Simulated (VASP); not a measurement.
# Mg2CdS3 (P-3m1) in VASP: a series of runs

The runs below take Mg2CdS3 through relaxation of cell and atoms, single point, with PBE, r2SCAN.

Program: VASP 6.6.1. These are calculated values, not measurements. Logs are shortened: lines on timing, memory, paths and dates and some standing lists are left out, and cuts for length are marked.

## (1) Starting point

Symmetry: P-3m1, No. 164, trigonal system. The conventional cell has a = 3.777 Å, b = 3.777 Å, c = 9.216 Å, α = 90.00°, β = 90.00°, γ = 120.00°. Mg (site symmetry 3m) is surrounded by 6 S at 2.63 to 2.64 Å. Around Cd (site symmetry -3m) lie 6 S at 2.73 Å. Around S (site symmetry 3m) lie 3 Mg at 2.63 Å and 3 Cd at 2.73 Å. Around S (site symmetry -3m) lie 6 Mg at 2.64 Å.

The cell was built by a generator and needn't be a form met in nature.

## (2) Relaxation of cell and atoms, PBE

File INCAR:

```
PREC     = Accurate       # precision mode
ENCUT    = 520            # plane-wave cutoff, eV
EDIFF    = 1E-6           # SCF threshold, eV
ISMEAR   = 0              # smearing method
SIGMA    = 0.03           # smearing width, eV
LREAL    = F              # projectors in reciprocal space
LASPH    = T              # aspherical terms in the spheres
NELM     = 120            # most SCF steps
ALGO     = Normal         # electronic algorithm
ISIF     = 3              # what is computed and relaxed
LWAVE    = F              # write WAVECAR
LCHARG   = F              # write CHGCAR
GGA      = PE             # functional
IBRION   = 2              # ionic algorithm
NSW      = 90             # ionic steps
EDIFFG   = -0.01          # ionic threshold
KPAR     = 4
```

File KPOINTS:

```
Automatic mesh
0
Gamma
  8 8 4
```

File POSCAR:

```
Mg2CdS3
1.0
    3.7771345600      0.0000000000      0.0000000000
   -1.8885672800      3.2710944800      0.0000000000
    0.0000000000      0.0000000000      9.2160000000
Mg Cd S
2 1 3
Direct
    0.3333333300      0.6666666700      0.6621093800
    0.6666666700      0.3333333300      0.3378906200
    0.0000000000      0.0000000000      0.0000000000
    0.6666666700      0.3333333300      0.8216145800
    0.3333333300      0.6666666700      0.1783854200
    0.0000000000      0.0000000000      0.5000000000
```

Potentials or basis: VASP PAW PBE potentials, release 64 (Mg, Cd, S).

The run is started by

```bash
cat potpaw_PBE.64/Mg/POTCAR potpaw_PBE.64/Cd/POTCAR potpaw_PBE.64/S/POTCAR > POTCAR
mpirun -np 4 vasp_std > vasp.out
```

OUTCAR:

```text
PREC = Accurate
   ENCUT = 520
   EDIFF = 1E-6
   ISMEAR = 0
   LREAL = F
   LASPH = T
   NELM = 120
   ISIF = 3
   GGA = PE
   IBRION = 2
   NSW = 90
   EDIFFG = -0.01

 ion  position               nearest neighbor table
   1  0.333  0.667  0.662-   4 2.63   4 2.63   4 2.63   6 2.64   6 2.64   6 2.64
   2  0.667  0.333  0.338-   5 2.63   5 2.63   5 2.63   6 2.64   6 2.64   6 2.64
   3  0.000  0.000  0.000-   4 2.73   5 2.73   5 2.73   4 2.73   4 2.73   5 2.73
   4  0.667  0.333  0.822-   1 2.63   1 2.63   1 2.63   3 2.73   3 2.73   3 2.73
   5  0.333  0.667  0.178-   2 2.63   2 2.63   2 2.63   3 2.73   3 2.73   3 2.73
   6  0.000  0.000  0.500-   1 2.64   2 2.64   1 2.64   2 2.64   2 2.64   1 2.64

  LATTYP: Found a hexagonal cell.
 ALAT       =     3.7771345600
 C/A-ratio  =     2.4399448454

  Lattice vectors:

 A1 = (   3.7771345600,   0.0000000000,   0.0000000000)
 A2 = (  -1.8885672800,   3.2710944800,   0.0000000000)
 A3 = (   0.0000000000,   0.0000000000,   9.2160000000)

Analysis of symmetry for initial positions (statically):
=====================================================================
 Subroutine PRICEL returns:
 Original cell was already a primitive cell.

 Routine SETGRP: Setting up the symmetry group for a
 hexagonal supercell.

 Subroutine GETGRP returns: Found 12 space group operations
 (whereof 12 operations were pure point group operations)
 out of a pool of 24 trial point group operations.

The static configuration has the point symmetry D_3d.

Analysis of symmetry for dynamics (positions and initial velocities):
=====================================================================
 Subroutine PRICEL returns:
 Original cell was already a primitive cell.

 Routine SETGRP: Setting up the symmetry group for a
 hexagonal supercell.

 Subroutine GETGRP returns: Found 12 space group operations
 (whereof 12 operations were pure point group operations)
 out of a pool of 24 trial point group operations.

The dynamic configuration has the point symmetry D_3d.

 Subroutine INISYM returns: Found 12 space group operations
 (whereof 12 operations are pure point group operations),
 and found     1 'primitive' translations

----------------------------------------------------------------------------------------

                                     Primitive cell

  volume of cell :     113.8670
[... 105 lines left out ...]
   POTIM  = 0.5000    time-step for ionic-motion
   TEBEG  =    0.0;   TEEND  =   0.0 temperature during run
   PSTRESS=    0.0 pullay stress
   NELECT =      34.0000    total number of electrons
   NUPDOWN=      -1.0000    fix difference up-down
   EMIN   =  10.00;   EMAX   =-10.00  energy-range for DOS
   EFERMI =   0.00;   METHOD = LEGACY
   ISMEAR =     0;   SIGMA  =   0.03  broadening in eV -4-tet -1-fermi 0-gaus
   EFERMI_NEDOS =   21; number of points for ismear=-14 and -15
   IALGO  =     38    algorithm
   IMIX   =      4    mixing-type and parameters
     AMIX     =   0.40;   BMIX     =  1.00
     AMIX_MAG =   1.60;   BMIX_MAG =  1.00
  volume/ion in A,a.u.               =      18.98       128.07
  Fermi-wavevector in a.u.,A,eV,Ry     =   1.094213  2.067762 16.290279  1.197302
  Thomas-Fermi vector in A             =   2.230513
   LORBIT       =      0    0 simple, 1 ext, 2 COOP (PROOUT), +10 PAW based schemes
   GGA     = PE    functional components
   LHFCALC =     F    Hartree Fock is set to
   AEXX    =    0.0000 exact exchange contribution
   IVDW    =     0    specifies the selected vdW correction
   LEPSILON=     F    determine dielectric tensor
   LRPA    =     F    only Hartree local field effects (RPA)
 conjugate gradient relaxation of ions
 non-spin polarized calculation
 Gauss-broadening in eV      SIGMA  =   0.03
  energy-cutoff  :      520.00
  volume of cell :      113.87
 maximum number of plane-waves:      3100
   NGX = 13   NGY = 13   NGZ = 35

--------------------------------------- Ionic step        1  -------------------------------------------

 number of electron      34.0000013 magnetization

 Free energy of the ion-electron system (eV)
  ---------------------------------------------------
  ext. energy  EPLUGINS =         0.00000000
  ---------------------------------------------------
  free energy    TOTEN  =       -22.78236309 eV

  energy without entropy =      -22.78236309  energy(sigma->0) =      -22.78236309

------------------------ aborting loop because EDIFF is reached ----------------------------------------

  FORCE on cell =-STRESS in cart. coord.  units (eV):
  Direction    XX          YY          ZZ          XY          YZ          ZX
  --------------------------------------------------------------------------------------
  -------------------------------------------------------------------------------------
  Total       -0.4118675     -0.4118675     -0.0645045     -0.0000000      0.0000000      0.0000000
  in kB       -5.7952218     -5.7952218     -0.9076171     -0.0000000      0.0000000      0.0000000
  external PRESSURE =      -4.1660203 kB  Pullay stress =       0.0000000 kB
[... 147 lines left out ...]
--------------------------------------- Ionic step        5  -------------------------------------------

 number of electron      34.0000011 magnetization

 Free energy of the ion-electron system (eV)
  ---------------------------------------------------
  ext. energy  EPLUGINS =         0.00000000
  ---------------------------------------------------
  free energy    TOTEN  =       -22.78393342 eV

  energy without entropy =      -22.78393342  energy(sigma->0) =      -22.78393342

 E-fermi :   3.4455     XC(G=0):  -9.8794

 val. band max:        3.2955302508   @ k =   0.0000   0.0000   0.5000
 cond. band min:       4.9739074814   @ k =   0.5000   0.0000   0.0000
 fundamental gap:      1.6783772306
 Fermi energy:         3.4454646542

 k-point     1 :       0.0000    0.0000    0.0000
  band No.  band energies     occupation
      1      -9.3272      2.00000
      2      -8.5480      2.00000
      3      -8.4222      2.00000
      4      -4.2845      2.00000
      5      -4.2845      2.00000
      6      -4.2459      2.00000
[... 565 lines left out ...]
     20       8.7093      0.00000
     21       9.2653      0.00000

 [... further k-points ...]

------------------------ aborting loop because EDIFF is reached ----------------------------------------

  FORCE on cell =-STRESS in cart. coord.  units (eV):
  Direction    XX          YY          ZZ          XY          YZ          ZX
  --------------------------------------------------------------------------------------
  -------------------------------------------------------------------------------------
  Total        0.0051959      0.0051959     -0.0104801     -0.0000000      0.0000000     -0.0000000
  in kB        0.0735329      0.0735329     -0.1483146     -0.0000000      0.0000000     -0.0000000
  external PRESSURE =      -0.0004163 kB  Pullay stress =       0.0000000 kB
[... 21 lines left out ...]
  FREE ENERGIE OF THE ION-ELECTRON SYSTEM (eV)
  ---------------------------------------------------
  free  energy   TOTEN  =       -22.7839334220 eV

  energy  without entropy=      -22.7839334220  energy(sigma->0) =      -22.78393342

 reached required accuracy - stopping structural energy minimisation
```

OSZICAR:

```text
N       E                     dE             d eps       ncg     rms          rms(c)
DAV:   1     0.199012714441E+03    0.19901E+03   -0.15570E+04  1478   0.143E+03
DAV:   2    -0.968537058728E+01   -0.20870E+03   -0.20091E+03  1830   0.291E+02
DAV:   3    -0.241619258662E+02   -0.14477E+02   -0.14427E+02  1740   0.758E+01
DAV:   4    -0.243610853186E+02   -0.19916E+00   -0.19895E+00  1773   0.973E+00
[... 35 lines left out ...]
DAV:   1    -0.227841090098E+02   -0.22614E-03   -0.11411E-02  1550   0.760E-01    0.847E-02
DAV:   2    -0.227839850974E+02    0.12391E-03   -0.30129E-04  1912   0.185E-01    0.463E-02
DAV:   3    -0.227839457810E+02    0.39316E-04   -0.41885E-05  1775   0.512E-02    0.264E-02
DAV:   4    -0.227839341689E+02    0.11612E-04   -0.11925E-05  1725   0.276E-02    0.732E-03
DAV:   5    -0.227839334220E+02    0.74692E-06   -0.13473E-06   989   0.955E-03
   5 F= -.22783933E+02 E0= -.22783933E+02  d E =-.250807E-03
```

CONTCAR:

```text
Mg2CdS3
   1.00000000000000
     3.7625897620208519    0.0000000000000000    0.0000000000000000
    -1.8812948810104260    3.2584983154856895   -0.0000000000000000
    -0.0000000000000000    0.0000000000000000    9.2339818292967895
  Mg              Cd              S
     2     1     3
Direct
     0.3333333300000021    0.6666666699999979    0.6618786774417140
     0.6666666699999979    0.3333333300000021    0.3381213225582860
     0.0000000000000000    0.0000000000000000    0.0000000000000000
     0.6666666699999979    0.3333333300000021    0.8214578976825199
     0.3333333300000021    0.6666666699999979    0.1785421023174802
     0.0000000000000000    0.0000000000000000    0.5000000000000000

  0.00000000E+00  0.00000000E+00  0.00000000E+00
  0.00000000E+00  0.00000000E+00  0.00000000E+00
  0.00000000E+00  0.00000000E+00  0.00000000E+00
  0.00000000E+00  0.00000000E+00  0.00000000E+00
  0.00000000E+00  0.00000000E+00  0.00000000E+00
  0.00000000E+00  0.00000000E+00  0.00000000E+00
```

Wall time 72 s (4 MPI ranks of AMD EPYC 7R13 (Zen 3), shared host); peak memory 0.26 GiB.

What came out:

* Free energy: -22.7839 eV
* Relaxed volume: 18.87 Å³/atom
* Relaxed cell: a = 3.763 Å, b = 3.763 Å, c = 9.234 Å, α = 90.00°, β = 90.00°, γ = 120.00°
* Space group after relaxing (to 0.05 Å): P-3m1 (No. 164)
* Energy gained by relaxing: 0.3 meV/atom
* Ionic steps: 5
* Pressure after relaxing: 0.0 GPa
* Largest force after relaxing: 0.007 eV/Å
* Band gap on the k mesh: 1.68 eV, indirect (least direct gap 2.30 eV)

Forces on the atoms (eV/Å):
```
Mg   0.000  0.000 -0.005
Mg   0.000  0.000  0.005
Cd   0.000  0.000  0.000
S    0.000  0.000 -0.007
S    0.000  0.000  0.007
S    0.000  0.000  0.000
```

The path:
```tsv
step	energy change (eV)	largest force (eV/Å)	pressure (GPa)	volume (Å³)
1	0.0000	0.0176	-0.42	113.87
2	-0.0013	0.0131	0.10	113.06
3	-0.0013	0.0134	0.07	113.10
4	-0.0015	0.0092	0.04	113.16
5	-0.0016	0.0065	0.00	113.21
```

Final structure:
```yaml
crystal:
  lattice:
    - [3.76259, 0.00000, 0.00000]
    - [-1.88129, 3.25850, 0.00000]
    - [0.00000, 0.00000, 9.23398]
  atoms:
    - { symbol: Mg, position: [0.33333, 0.66667, 0.66188] }
    - { symbol: Mg, position: [0.66667, 0.33333, 0.33812] }
    - { symbol: Cd, position: [0.00000, 0.00000, 0.00000] }
    - { symbol: S, position: [0.66667, 0.33333, 0.82146] }
    - { symbol: S, position: [0.33333, 0.66667, 0.17854] }
    - { symbol: S, position: [0.00000, 0.00000, 0.50000] }
```

A k mesh can miss the band edges. As with any semilocal functional, this PBE gap is likely too small.

## (3) Relaxation of cell and atoms, PBE

This run uses another cell than the first one, of 18.87 Å³/atom, 0.994 times its volume.

Changes to INCAR since step 2:

```diff
@@ -2,3 +2,3 @@
 ENCUT    = 520            # plane-wave cutoff, eV
-EDIFF    = 1E-6           # SCF threshold, eV
+EDIFF    = 1E-7           # SCF threshold, eV
 ISMEAR   = 0              # smearing method
@@ -14,4 +14,5 @@
 IBRION   = 2              # ionic algorithm
-NSW      = 90             # ionic steps
-EDIFFG   = -0.01          # ionic threshold
+NSW      = 60             # ionic steps
+EDIFFG   = -0.005         # ionic threshold
+POTIM    = 0.3            # step
 KPAR     = 4
```

KPOINTS is that of step 2.

File POSCAR:

```
Mg2CdS3                                 
1.0
    3.7625897620      0.0000000000      0.0000000000
   -1.8812948810      3.2584983155     -0.0000000000
   -0.0000000000      0.0000000000      9.2339818293
  Mg              Cd              S             
     2     1     3
Direct
     0.3333333300000021    0.6666666699999979    0.6618786774417140
     0.6666666699999979    0.3333333300000021    0.3381213225582860
     0.0000000000000000    0.0000000000000000    0.0000000000000000
     0.6666666699999979    0.3333333300000021    0.8214578976825199
     0.3333333300000021    0.6666666699999979    0.1785421023174802
     0.0000000000000000    0.0000000000000000    0.5000000000000000
```

Potentials or basis: VASP PAW PBE potentials, release 64 (Mg, Cd, S).

The run is started by

```bash
cat potpaw_PBE.64/Mg/POTCAR potpaw_PBE.64/Cd/POTCAR potpaw_PBE.64/S/POTCAR > POTCAR
mpirun -np 4 vasp_std > vasp.out
```

Run time: 56 s. Hardware: 4 MPI ranks of AMD EPYC 7R13 (Zen 3), shared host; peak memory 0.26 GiB.

It converged, with:

| Property | Result |
| --- | --- |
| Free energy | -22.7838 eV |
| Energy gained by relaxing | 0.0 meV/atom |
| Ionic steps | 3 |
| Pressure after relaxing | 0.0 GPa |
| Band gap on the k mesh | 1.68 eV, indirect (least direct gap 2.30 eV) |

Final structure:
```yaml
crystal:
  lattice:
    - [3.76294, 0.00000, 0.00000]
    - [-1.88147, 3.25880, 0.00000]
    - [0.00000, 0.00000, 9.23206]
  atoms:
    - { symbol: Mg, position: [0.33333, 0.66667, 0.66181] }
    - { symbol: Mg, position: [0.66667, 0.33333, 0.33819] }
    - { symbol: Cd, position: [0.00000, 0.00000, 0.00000] }
    - { symbol: S, position: [0.66667, 0.33333, 0.82137] }
    - { symbol: S, position: [0.33333, 0.66667, 0.17863] }
    - { symbol: S, position: [0.00000, 0.00000, 0.50000] }
```

Levels at points of the mesh, in eV from the valence-band top:
```
           k point  band 13  band 14  band 15  band 16  band 17  band 18  band 19  band 20  band 21
(0.00, 0.00, 0.00)    -0.26    -0.25    -0.25    -0.11    -0.11     2.44     4.34     4.43     7.01
(0.50, 0.00, 0.00)    -1.81    -1.58    -1.17    -1.01    -0.62     1.68     4.39     4.67     5.24
(0.00, 0.00, 0.50)    -0.62    -0.44    -0.44     0.00     0.00     3.53     4.10     4.26     6.55
(0.50, 0.00, 0.50)    -2.25    -1.53    -1.53    -0.35    -0.31     2.41     3.34     4.10     5.56
```

## (4) Single point, r2SCAN

This run uses another cell than the first one, of 18.87 Å³/atom, 0.994 times its volume.

File INCAR:

```
SYSTEM = Mg2CdS3
PREC = Accurate ; ENCUT = 520
EDIFF = 1E-6 ; ISMEAR = 0
SIGMA = 0.03 ; LREAL = .False.
LASPH = .True. ; NELM = 150
ALGO = Normal ; ISIF = 2
LWAVE = .False. ; LCHARG = .False.
METAGGA = R2SCAN ; LMIXTAU = .True.
NBANDS = 26 ; KPAR = 4
```

File KPOINTS:

```
Automatic mesh
0
Gamma
  8 8 4
  0 0 0
```

File POSCAR:

```
Mg2CdS3                                 
1.0
    3.7629404965      0.0000000000     -0.0000000000
   -1.8814702482      3.2588020605      0.0000000000
    0.0000000000      0.0000000000      9.2320605481
  Mg              Cd              S             
     2     1     3
Direct
     0.3333333300000021    0.6666666699999979    0.6618129586400007
     0.6666666699999979    0.3333333300000021    0.3381870413599993
     0.0000000000000000    0.0000000000000000    0.0000000000000000
     0.6666666699999979    0.3333333300000021    0.8213730794574734
     0.3333333300000021    0.6666666699999979    0.1786269205425267
     0.0000000000000000    0.0000000000000000    0.5000000000000000
```

The run is started by

```bash
cat potpaw_PBE.64/Mg/POTCAR potpaw_PBE.64/Cd/POTCAR potpaw_PBE.64/S/POTCAR > POTCAR
mpirun -np 4 vasp_std > vasp.out
```

It took 2.7 min on 4 MPI ranks of AMD EPYC 7R13 (Zen 3), shared host; peak memory 0.28 GiB.

The run converged. Its results:

- Free energy: -60.4372 eV
- Pressure: -1.5 GPa
- Largest force: 0.040 eV/Å
- Band gap on the k mesh: 2.23 eV, indirect (least direct gap 2.86 eV)

Forces on the atoms (eV/Å):
```
Mg   0.000  0.000  0.004
Mg   0.000  0.000 -0.004
Cd   0.000  0.000  0.000
S    0.000  0.000  0.040
S    0.000  0.000 -0.040
S    0.000  0.000  0.000
```

Levels at points of the mesh, in eV from the valence-band top:
```tsv
k point	band 14	band 15	band 16	band 17	band 18	band 19	band 20	band 21
(0.00, 0.00, 0.00)	-0.26	-0.26	-0.11	-0.11	3.17	4.99	5.11	7.59
(0.50, 0.00, 0.00)	-1.59	-1.17	-1.04	-0.63	2.23	4.98	5.27	5.78
(0.00, 0.00, 0.50)	-0.46	-0.46	0.00	0.00	4.15	4.76	5.03	7.13
(0.50, 0.00, 0.50)	-1.57	-1.56	-0.37	-0.32	2.91	3.98	4.71	6.13
```

Caveat: the PAW data sets were made with another functional, which shifts forces and pressure a little.
